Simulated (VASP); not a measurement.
Consider the following.

```yaml
crystal:
  lattice:
    - [0.00000, 2.30052, 2.30052]
    - [2.30052, 0.00000, 2.30052]
    - [2.30052, 2.30052, 0.00000]
  atoms:
    - { symbol: Hf, position: [0.00000, 0.00000, 0.00000] }
    - { symbol: C, position: [0.50000, 0.50000, 0.50000] }
```

These are optB88-vdW, VASP's PBE PAW potentials (set 64) (plane waves; VASP 6.6.1) values and carry that method's errors. Run with 520 eV cut-off, 14×14×14 Γ-centred mesh, first-order Methfessel-Paxton smearing of 0.10 eV, potentials Hf_pv C.

### Question
Give the stress tensor in GPa (positive for a compressed cell).

### Answer

```
7.78  0.00  0.00
0.00  7.78  0.00
0.00  0.00  7.78
```
The pressure is its mean diagonal, 7.78 GPa.

The compound is HfC in the rock salt structure. This cell is one point of a volume scan, at 0.97 of the reference volume.
